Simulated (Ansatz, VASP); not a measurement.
# Cross-check of H24C176N (C(110) slab, H on the bottom face, stepped) between VASP and Ansatz

Aim: how closely do two programs agree when they are given the same cell, functional and k mesh? Of the first pair: The structure shown is the start of the Ansatz relaxation below; VASP solves that cell, so the two are compared at the walk's first step.

Method: plane waves, with VASP 6.6.1 beside it; single point at PBE with D3(BJ), in Ansatz 0.2.0.

## (1) The starting structure

The cell holds 201 atoms: 176 C, 1 N and 24 H. Its edges and angles: a = 10.089 Å, b = 10.701 Å, c = 19.718 Å, α = 90.0°, β = 90.0°, γ = 90.0°. It derives from C (diamond-structure). As first built, before any earlier steps moved the atoms (in the runner's words): diamond-structure C (a = 3.567 A), (110) slab of 8 atomic planes, 4 x 3 surface cells, H on the broken bonds of the bottom face; the top repeat layer removed from half of the cell (two steps); displaced by a Gaussian of 0.02 A. Vacuum lies along c. Nearest the centre at fractional (0.252, 0.341, 0.730): N177 at 0.00 Å, C30 at 1.43 Å, C59 at 1.44 Å, C73 at 1.46 Å, C70 at 2.30 Å, C57 at 2.37 Å, C27 at 2.38 Å, C115 at 2.45 Å.

## (2) Ansatz: relaxation, PBE with D3(BJ)

Ansatz runs on its default PAW (the set named soft_2) files.

The two programs are compared at the cell with which this relaxation starts, whose forces are those of its first step.

Input file input.yaml:

```yaml
crystal:
  lattice:
    - [10.089, 0.0, 0.0]
    - [0.0, 10.701, 0.0]
    - [0.0, 0.0, 19.71786]
  atoms:
    - { symbol: C, position: [0.87196, 0.17091, 0.29943] }
    - { symbol: C, position: [0.00066, 0.08152, 0.29845] }
    - { symbol: C, position: [0.99986, 0.00074, 0.3615] }
    - { symbol: C, position: [0.87519, 0.25202, 0.36223] }
    - { symbol: C, position: [0.87451, 0.16757, 0.42609] }
    - { symbol: C, position: [0.99934, 0.0848, 0.42528] }
    - { symbol: C, position: [0.99955, 0.0013, 0.48915] }
    - { symbol: C, position: [0.87454, 0.25068, 0.49062] }
    - { symbol: C, position: [0.87509, 0.16549, 0.55487] }
    - { symbol: C, position: [0.99985, 0.08506, 0.55298] }
    - { symbol: C, position: [0.00284, 0.0012, 0.61623] }
    - { symbol: C, position: [0.87887, 0.24839, 0.62213] }
    - { symbol: C, position: [0.8787, 0.14907, 0.679] }
    - { symbol: C, position: [0.01458, 0.07943, 0.68166] }
    - { symbol: C, position: [0.12383, 0.1692, 0.29813] }
    - { symbol: C, position: [0.25214, 0.08503, 0.29974] }
    - { symbol: C, position: [0.25022, 0.00113, 0.36155] }
    - { symbol: C, position: [0.1247, 0.25326, 0.36122] }
    - { symbol: C, position: [0.12447, 0.16862, 0.42465] }
    - { symbol: C, position: [0.24985, 0.08506, 0.4247] }
    - { symbol: C, position: [0.24989, 0.00196, 0.48777] }
    - { symbol: C, position: [0.12467, 0.25218, 0.48808] }
    - { symbol: C, position: [0.12536, 0.16945, 0.5513] }
    - { symbol: C, position: [0.25004, 0.08723, 0.55051] }
    - { symbol: C, position: [0.25042, 0.00814, 0.61333] }
    - { symbol: C, position: [0.12643, 0.25562, 0.61353] }
    - { symbol: C, position: [0.12307, 0.17922, 0.67952] }
    - { symbol: C, position: [0.25119, 0.1072, 0.6799] }
    - { symbol: C, position: [0.24945, 0.00758, 0.73015] }
    - { symbol: C, position: [0.12121, 0.28892, 0.72846] }
[... 43 lines left out ...]
    - { symbol: "N", position: [0.2521, 0.34074, 0.73025] }
[... 95 lines left out ...]
    - { symbol: C, position: [0.75006, 0.66667, 0.49053] }
    - { symbol: C, position: [0.6255, 0.91722, 0.49057] }
    - { symbol: C, position: [0.62502, 0.83214, 0.55484] }
    - { symbol: C, position: [0.74987, 0.74856, 0.55549] }
    - { symbol: C, position: [0.74969, 0.65718, 0.62322] }
    - { symbol: C, position: [0.62138, 0.91507, 0.62203] }
    - { symbol: C, position: [0.62168, 0.81589, 0.67892] }
    - { symbol: C, position: [0.74983, 0.7559, 0.67755] }
    - { symbol: H, position: [0.87351, 0.22262, 0.2541] }
    - { symbol: H, position: [0.00274, 0.02634, 0.2536] }
    - { symbol: H, position: [0.12151, 0.2256, 0.25277] }
    - { symbol: H, position: [0.25425, 0.02697, 0.2527] }
    - { symbol: H, position: [0.87621, 0.55895, 0.25271] }
    - { symbol: H, position: [0.9973, 0.36039, 0.25263] }
    - { symbol: H, position: [0.37429, 0.2256, 0.25217] }
    - { symbol: H, position: [0.50362, 0.0232, 0.25294] }
    - { symbol: H, position: [0.12158, 0.55817, 0.25246] }
    - { symbol: H, position: [0.25027, 0.35799, 0.25522] }
    - { symbol: H, position: [0.87624, 0.89166, 0.25358] }
    - { symbol: H, position: [0.00078, 0.69137, 0.25361] }
    - { symbol: H, position: [0.62397, 0.22529, 0.2525] }
    - { symbol: H, position: [0.74884, 0.02714, 0.2549] }
    - { symbol: H, position: [0.37699, 0.56202, 0.2537] }
    - { symbol: H, position: [0.49927, 0.3574, 0.25477] }
    - { symbol: H, position: [0.12735, 0.89309, 0.25089] }
    - { symbol: H, position: [0.25066, 0.69458, 0.25214] }
    - { symbol: H, position: [0.62267, 0.56018, 0.2534] }
    - { symbol: H, position: [0.74932, 0.35891, 0.25302] }
    - { symbol: H, position: [0.37588, 0.89258, 0.25126] }
    - { symbol: H, position: [0.50048, 0.69209, 0.25327] }
    - { symbol: H, position: [0.62699, 0.8922, 0.25336] }
    - { symbol: H, position: [0.74957, 0.6925, 0.25478] }
kpoints:
  mp_grid: { grid: [1, 1, 1] }
hamiltonian:
  xc: pbe
  dispersion: d3bj
scf:
  occupations: { method: fermi_dirac, width: 0.05 }
output:
  forces: true
  eigenvalues: true
relax:
  f_tol: 0.05
  max_steps: 90
  constraints:
    - { sites: [0, 1, 14, 15, 30, 31, 32, 44, 45, 46, 47, 59, 60, 61, 62, 75, 76, 78, 89, 90, 91, 92, 103, 104, 105, 118, 119, 120, 134, 135, 136, 148, 149, 163, 164, 165, 177, 178, 179, 180, 181, 182, 183, 184, 185, 186, 187, 188, 189, 190, 191, 192, 193, 194, 195, 196, 197, 198, 199, 200], fix: xyz }
```

On the command line:

```console
> ansatz run input.yaml --threads 8 --pin off --max-ram 15872MiB --backend cpu --events-out ev --progress --plain --runs-dir out
```

Numbers of over 12 decimals in the logs are rounded to 6 here.

Log:

```text
Engine: ansatz 0.2.0, aarch64-unknown-linux-gnu
Pseudopotentials: kind: paw
Pseudopotential: C, paw, valence charge 4, recommended cutoff 420 eV (normal), C.paw.azcp
Pseudopotential: N, paw, valence charge 5, recommended cutoff 420 eV (normal), N.paw.azcp
Pseudopotential: H, paw, valence charge 1, recommended cutoff 420 eV (normal), H.paw.azcp
Functional definition: PBE
  parameter kappa = 0.804
  parameter beta = 0.066725
  exchange = pbe_x(kappa = kappa, mu = beta*pi^2/3)
  correlation = pbe_c(beta = beta)
Crystal: 201 atoms, lattice volume = 2128.787 Å³
Basis set: ecut = 420 eV, 41567 PW (Γ), exchange–correlation on 144×144×270 points (8 copies of the dense FFT grid, shifted against one another)
Bands: 568, of which v1, the nominal top of the filled ones, is band 367 counted from 1 (366 counted from 0)
Symmetry: 1 space group operations
Space group: P1 (ITA 1), of the structure as read, at distance tolerance 1.3e-4 Å
k-points: 1
Non-local potential: C, projectors of the file, l = 0: 2, l = 1: 2, l = 2: 1
Non-local potential: N, projectors of the file, l = 0: 2, l = 1: 2, l = 2: 1
Non-local potential: H, projectors of the file, l = 0: 2, l = 1: 1
PAW form: soft (Blöchl's): semilocal exchange-correlation on the pseudo side does not see the compensation charge
PAW one-centre angular grid: C, 110 points (default); XC on 64 Gauss nodes
PAW one-centre angular grid: N, 110 points (default); XC on 64 Gauss nodes
PAW one-centre angular grid: H, 110 points (default); XC on 64 Gauss nodes
Initial density: superposition of atomic densities (neutral atoms: chi_scale 0, normalization atom), corrected by the library's trained network
Initial wavefunctions: pseudopotential atomic-orbital guess
Functional: x = pbe(κ = 0.804, μ = 0.219515), c = pbe(β = 0.066725)
SCF iter   1: F=—  HF=-44900.159464 eV  |F-HF|=—  |Δ(HF+E_count)|=         —  Δρ=1.13e-2  dr2=1.49e1  ethr=1.77e-3  ⟨swp⟩=7.0  Hψ=2952  notcnv=0  defer=166
preconditioner: auto → LDOS  [metal: Δε(μ)=0.094 eV  Ē_g=15.986 eV  σ=0.050 eV  W_gap=0.38  n_scr=426 (ndim 8)  ℏωp=21.8 eV  f_vac=0.427  D(μ)=21.16/eV (n_scr^D=84)  β→1.0]
SCF iter   2: F=—  HF=-44899.678118 eV  |F-HF|=—  |Δ(HF+E_count)|=   4.81e-1  Δρ=1.32e-2  dr2=5.96e0  ethr=1.77e-3  ⟨swp⟩=3.0  Hψ=759  notcnv=0  defer=191
SCF iter   3: F=—  HF=-44898.825787 eV  |F-HF|=—  |Δ(HF+E_count)|=   8.52e-1  Δρ=3.37e-3  dr2=6.03e-1  ethr=8.14e-4  ⟨swp⟩=3.0  Hψ=863  notcnv=0  defer=192
SCF iter   4: F=—  HF=-44898.779368 eV  |F-HF|=—  |Δ(HF+E_count)|=   4.64e-2  Δρ=2.00e-3  dr2=2.08e-1  ethr=8.22e-5  ⟨swp⟩=2.0  Hψ=651  notcnv=0  defer=192
SCF iter   5: F=—  HF=-44898.756311 eV  |F-HF|=—  |Δ(HF+E_count)|=   2.31e-2  Δρ=1.58e-3  dr2=1.42e-1  ethr=2.84e-5  ⟨swp⟩=2.0  Hψ=696  notcnv=0  defer=192
SCF iter   6: F=—  HF=-44898.740731 eV  |F-HF|=—  |Δ(HF+E_count)|=   1.56e-2  Δρ=9.38e-4  dr2=3.09e-2  ethr=1.94e-5  ⟨swp⟩=2.0  Hψ=655  notcnv=0  defer=192
SCF iter   7: F=—  HF=-44898.742246 eV  |F-HF|=—  |Δ(HF+E_count)|=   1.52e-3  Δρ=4.16e-4  dr2=4.61e-3  ethr=4.21e-6  ⟨swp⟩=3.0  Hψ=723  notcnv=0  defer=192
SCF iter   8: F=—  HF=-44898.742147 eV  |F-HF|=—  |Δ(HF+E_count)|=   9.90e-5  Δρ=1.87e-4  dr2=1.35e-3  ethr=6.28e-7  ⟨swp⟩=2.0  Hψ=627  notcnv=0  defer=192
SCF iter   9: F=—  HF=-44898.742204 eV  |F-HF|=—  |Δ(HF+E_count)|=   5.72e-5  Δρ=9.30e-5  dr2=3.04e-4  ethr=1.85e-7  ⟨swp⟩=2.0  Hψ=741  notcnv=0  defer=192
SCF iter  10: F=—  HF=-44898.742217 eV  |F-HF|=—  |Δ(HF+E_count)|=   1.30e-5  Δρ=5.40e-5  dr2=8.86e-5  ethr=4.15e-8  ⟨swp⟩=3.0  Hψ=666  notcnv=0  defer=192
SCF iter  11: F=-44898.742216 eV  HF=-44898.742228 eV  |F-HF|=1.20e-5  |Δ(HF+E_count)|=   1.06e-5  Δρ=3.17e-5  dr2=3.60e-5  ethr=8.53e-9  ⟨swp⟩=30.0  Hψ=5268  notcnv=0
SCF 1 converged in 11 iterations: F = -44898.742216 eV  dr2 = 3.60e-5
  greatest PAW one-centre occupation: 0.782 electrons in one spin orbital (limit 2), on the N atom at site 73 (counted from 0), in its partial waves of l = 0
relax step   1: F+E_penalty+E_count = -44898.74221606 eV  Δ(F+E_penalty+E_count) = +0.000e0 eV  max|allowed force component| = 8.408e-1 eV/Å  Δτ_max = 0.0000 Å  (11 SCF iters, dr2 threshold 6.25e-5 eV, accepted)
Initial density: handed on by an earlier stage of this run
Initial wavefunctions: those handed on with the density
iter 1 solved again at ethr=6.70e-6 eV; its pass at ethr=3.10e-3 eV (dr2=4.91e-2 eV) is discarded
SCF iter   1: F=—  HF=-44898.816059 eV  |F-HF|=—  |Δ(HF+E_count)|=         —  Δρ=1.64e-3  dr2=4.80e-2  ethr=6.70e-6  ⟨swp⟩=2.0  Hψ=1615  notcnv=0  defer=189
preconditioner: auto → LDOS  [insulator: Δε(μ)=0.281 eV  Ē_g=15.968 eV  σ=0.050 eV  W_gap=0.52  n_scr=426 (ndim 8)  ℏωp=21.8 eV  f_vac=0.429  D(μ)=11.08/eV (n_scr^D=38)  ε∞_Penn≈2.9  β→1.0]
SCF iter   2: F=—  HF=-44898.815181 eV  |F-HF|=—  |Δ(HF+E_count)|=   8.78e-4  Δρ=1.05e-3  dr2=3.57e-2  ethr=6.55e-6  ⟨swp⟩=3.0  Hψ=787  notcnv=0  defer=189
[...]
- { symbol: C, position: [0.878046, 0.815305, 0.679201] }
    - { symbol: C, position: [0.014327, 0.745560, 0.681599] }
    - { symbol: C, position: [0.6245, 0.166570, 0.296890] }
    - { symbol: C, position: [0.74995, 0.081840, 0.298820] }
    - { symbol: C, position: [0.74733, 0.00182, 0.362050] }
    - { symbol: C, position: [0.6245, 0.25176, 0.361570] }
    - { symbol: C, position: [0.624697, 0.167753, 0.425911] }
    - { symbol: C, position: [0.749168, 0.084634, 0.426284] }
    - { symbol: C, position: [0.749793, 7.889268751498039e-5, 0.490868] }
    - { symbol: C, position: [0.625306, 0.250648, 0.490538] }
    - { symbol: C, position: [0.625061, 0.165626, 0.554899] }
    - { symbol: C, position: [0.749935, 0.081793, 0.555792] }
    - { symbol: C, position: [0.750005, 0.990386, 0.623779] }
    - { symbol: C, position: [0.621333, 0.248058, 0.622099] }
    - { symbol: C, position: [0.621935, 0.149416, 0.679179] }
    - { symbol: C, position: [0.750161, 0.089347, 0.678045] }
    - { symbol: C, position: [0.37227, 0.50115, 0.299010] }
    - { symbol: C, position: [0.498600, 0.416280, 0.299800] }
    - { symbol: C, position: [0.49842, 0.334380, 0.361020] }
    - { symbol: C, position: [0.375463, 0.584568, 0.361797] }
    - { symbol: C, position: [0.375755, 0.501538, 0.425242] }
    - { symbol: C, position: [0.500327, 0.417626, 0.425435] }
    - { symbol: C, position: [0.500466, 0.334441, 0.489175] }
    - { symbol: C, position: [0.375619, 0.585594, 0.488168] }
[...]
- { symbol: C, position: [0.750078, 0.666680, 0.490695] }
    - { symbol: C, position: [0.625541, 0.917113, 0.490692] }
    - { symbol: C, position: [0.625030, 0.832175, 0.555093] }
    - { symbol: C, position: [0.749979, 0.748336, 0.555803] }
    - { symbol: C, position: [0.749959, 0.656589, 0.623883] }
    - { symbol: C, position: [0.621191, 0.914830, 0.622407] }
    - { symbol: C, position: [0.621803, 0.815255, 0.679231] }
    - { symbol: C, position: [0.749934, 0.755518, 0.677998] }
    - { symbol: H, position: [0.87351, 0.222620, 0.254100] }
    - { symbol: H, position: [0.00274, 0.026340, 0.253600] }
    - { symbol: H, position: [0.12151, 0.225600, 0.25277] }
    - { symbol: H, position: [0.25425, 0.026970, 0.252700] }
    - { symbol: H, position: [0.87621, 0.55895, 0.252710] }
    - { symbol: H, position: [0.9973, 0.360390, 0.252630] }
    - { symbol: H, position: [0.37429, 0.225600, 0.252170] }
    - { symbol: H, position: [0.50362, 0.023200, 0.252940] }
    - { symbol: H, position: [0.121580, 0.558170, 0.252460] }
    - { symbol: H, position: [0.25027, 0.357990, 0.25522] }
    - { symbol: H, position: [0.876240, 0.89166, 0.25358] }
    - { symbol: H, position: [0.00078, 0.691370, 0.253610] }
    - { symbol: H, position: [0.62397, 0.225290, 0.252500] }
    - { symbol: H, position: [0.74884, 0.027140, 0.2549] }
    - { symbol: H, position: [0.376990, 0.562020, 0.2537] }
    - { symbol: H, position: [0.49927, 0.357400, 0.25477] }
    - { symbol: H, position: [0.12735, 0.893090, 0.250890] }
    - { symbol: H, position: [0.25066, 0.69458, 0.25214] }
    - { symbol: H, position: [0.622670, 0.56018, 0.2534] }
    - { symbol: H, position: [0.74932, 0.358910, 0.253020] }
    - { symbol: H, position: [0.37588, 0.892580, 0.251260] }
    - { symbol: H, position: [0.50048, 0.69209, 0.25327] }
    - { symbol: H, position: [0.62699, 0.892200, 0.253360] }
    - { symbol: H, position: [0.74957, 0.692500, 0.254780] }
```

In the SCF lines HF is the Harris–Foulkes energy and dr2 the Hartree energy of the density residual, in eV; the loop may stop once dr2 is under the threshold and the program's other checks hold. Hψ counts applications of the Hamiltonian.

## (3) VASP: single point, PBE with D3(BJ), start cell, pair 1

The same cell, functional, mesh and smearing now go to VASP, with its own data sets.

Lines of VASP's logs that name or quote its potential files are left out, and so is its time.

Input file INCAR:

```
SYSTEM = H24C176N
PREC = Accurate
ENCUT = 520
EDIFF = 1E-06
NELM = 120
ISMEAR = -1
SIGMA = 0.05
LREAL = Auto
ALGO = Normal
GGA = PE
IVDW = 12
NBANDS = 507
LORBIT = 11
LWAVE = .FALSE.
LCHARG = .FALSE.
ISIF = 2
LASPH = .TRUE.
GGA_COMPAT = .FALSE.
```

Input file POSCAR:

```
H24C176N
1.0
   10.0890000000      0.0000000000      0.0000000000
    0.0000000000     10.7010000000      0.0000000000
    0.0000000000      0.0000000000     19.7178600000
C N H
176 1 24
Direct
    0.8719595599      0.1709092608      0.2994290455
    0.0006640896      0.0815157462      0.2984502375
[... 9 atom lines left out ...]
    0.8788680741      0.2483880011      0.6221314078
    0.8786995738      0.1490701804      0.6789986337
    0.0145802359      0.0794318288      0.6816611945
[... 8 atom lines left out ...]
    0.1253642581      0.1694514531      0.5513022204
    0.2500446030      0.0872254929      0.5505110595
    0.2504212509      0.0081394262      0.6133322785
    0.1264347309      0.2556209700      0.6135300687
    0.1230746357      0.1792168956      0.6795210028
    0.2511943701      0.1071955892      0.6799013686
    0.2494498959      0.0075787310      0.7301502293
    0.1212112201      0.2889169237      0.7284614050
[... 9 atom lines left out ...]
    0.9997522054      0.4183253902      0.5530975471
    0.0025374170      0.3344640688      0.6166389253
[... 1 atom line left out ...]
    0.8774804242      0.4833193160      0.6785421947
    0.0115967886      0.4149331838      0.6809816075
[... 8 atom lines left out ...]
    0.3746952126      0.1691991403      0.5510993587
[... 2 atom lines left out ...]
    0.3738229755      0.2553406224      0.6130989874
    0.3794330459      0.1796280721      0.6793485703
    0.4881157697      0.0808242220      0.6809917506
    0.3856179998      0.2932342772      0.7266407206
[... 6 atom lines left out ...]
    0.2500842502      0.3352864218      0.4879383463
[... 1 atom line left out ...]
    0.1253444345      0.5026913373      0.5513985798
    0.2499950441      0.4205494814      0.5506581343
    0.2499256616      0.3415288291      0.6134590671
    0.1261671127      0.5888328194      0.6133677793
    0.1211418376      0.5128773012      0.6796376483
    0.2494697195      0.4406410616      0.6800991588
    0.1169491525      0.6253714606      0.7273203076
[... 25 atom lines left out ...]
    0.6215383090      0.2487617980      0.6217713281
    0.6225691347      0.1497523596      0.6786385541
[... 9 atom lines left out ...]
    0.3746357419      0.5026726474      0.5513580074
    0.5001982357      0.4183440800      0.5529504723
    0.4973634652      0.3345014485      0.6160810554
    0.3735057984      0.5887580600      0.6133779224
    0.3776191892      0.5129333707      0.6794601443
    0.4854594112      0.4123166059      0.6816814806
    0.3822876400      0.6251471825      0.7273304507
[... 10 atom lines left out ...]
    0.2497868966      0.6749182319      0.6134184947
[... 2 atom lines left out ...]
    0.2495688373      0.7740398094      0.6798912255
    0.2495787491      0.6744603308      0.7301603724
    0.1163048865      0.9592467994      0.7269196556
[... 12 atom lines left out ...]
    0.6214788383      0.4822726848      0.6790189199
[... 11 atom lines left out ...]
    0.4972247002      0.6677039529      0.6163904197
[... 3 atom lines left out ...]
    0.3808999901      0.9566769461      0.7279593222
[... 14 atom lines left out ...]
    0.2520963426      0.3407438557      0.7302516602
[... 23 atom lines left out ...]
    0.7495688373      0.6924960284      0.2547791697
```

Input file KPOINTS:

```
Automatic mesh
0
Gamma
1 1 1
0 0 0
```

PAW data sets: C, N and H (PBE family, release 64).

On the command line:

```console
> export OMP_NUM_THREADS=3
> mpirun -np 1 vasp_gam
```

Log:

```text
[banner, memory and clock lines left out]
running    1 mpi-ranks, on    1 nodes
[...]
Offloading initialized ...    1 GPUs detected
[...]
LDA part: xc-table for (Slater+PW92), standard interpolation
 POSCAR, INCAR and KPOINTS ok, starting setup
[...]
entering main loop
       N       E                     dE             d eps       ncg     rms          rms(c)
DAV:   1     0.675538572487E+04    0.67554E+04   -0.40285E+05  1038   0.139E+03
DAV:   2    -0.957825017302E+03   -0.77132E+04   -0.73243E+04  1409   0.344E+02
DAV:   3    -0.169777987450E+04   -0.73995E+03   -0.72961E+03  1284   0.108E+02
DAV:   4    -0.172337241126E+04   -0.25593E+02   -0.25488E+02  1380   0.215E+01
[...]
DAV:  30    -0.165182590556E+04   -0.31041E-05   -0.24556E-07   852   0.398E-04    0.182E-04
DAV:  31    -0.165182590666E+04   -0.11069E-05   -0.72979E-08   844   0.283E-04    0.106E-04
DAV:  32    -0.165182590694E+04   -0.27189E-06   -0.32062E-08   844   0.172E-04
   1 F= -.16816930E+04 E0= -.16816518E+04  d E =-.825471E-01
```

OUTCAR, selected parts (step 3):

```text
  FREE ENERGIE OF THE ION-ELECTRON SYSTEM (eV)
  ---------------------------------------------------
  free  energy   TOTEN  =     -1681.6930486029 eV

  energy  without entropy=    -1681.6105014923  energy(sigma->0) =    -1681.65177505
```

This run has no spin polarisation. Its electron count is odd, so without a moment it is a metal by construction.

## (4) Comparison

Known differences besides the potentials themselves: the cutoff is 420 eV in Ansatz and 520 eV in VASP (PREC = Accurate, projectors in real space). Total energies have different zeros and are not compared.

Forces on 10 of the 201 atoms, those with the largest forces and the largest differences (eV/Å; atoms numbered as in POSCAR):

```csv
atom,"Ansatz x, y, z","VASP x, y, z"
C1,"1.180, -3.836, 0.753","1.189, -3.845, 0.737"
C2,"-0.517, 3.250, 0.974","-0.529, 3.254, 0.968"
C30,"0.683, 0.689, 0.082","0.639, 0.690, 0.111"
C59,"-0.791, 0.498, 0.075","-0.738, 0.501, 0.098"
C60,"-2.251, 1.323, 0.503","-2.271, 1.331, 0.503"
C74,"-0.074, 0.191, 0.165","-0.126, 0.190, 0.186"
C75,"1.288, -1.061, -1.931","1.297, -1.062, -1.925"
C90,"-0.514, 3.387, 1.325","-0.509, 3.377, 1.317"
C149,"-0.836, 2.329, 0.683","-0.853, 2.325, 0.672"
C164,"-0.756, 2.433, 1.550","-0.768, 2.435, 1.529"
```

The forces differ by 11 meV/Å r.m.s., which is 2.2 % of the r.m.s. force of 0.508 eV/Å (both taken over all components). With vacuum in the cell, a pressure given here is an average over mostly empty space and none of the material.

(Continued in part 2 of 2.)

[Lines on the potential files, build, host, timing and source positions are cut from VASP's logs without a mark.]

[Logs are printed without paths, hosts, clocks, repeated set-up lines and the standing remarks that a program may print on its own settings, such as how far it seeks lower states.]

[Hosts, paths, dates, database ids (printed as entryN), source tags and the programs' standing remarks are cut or masked in the printed files.]
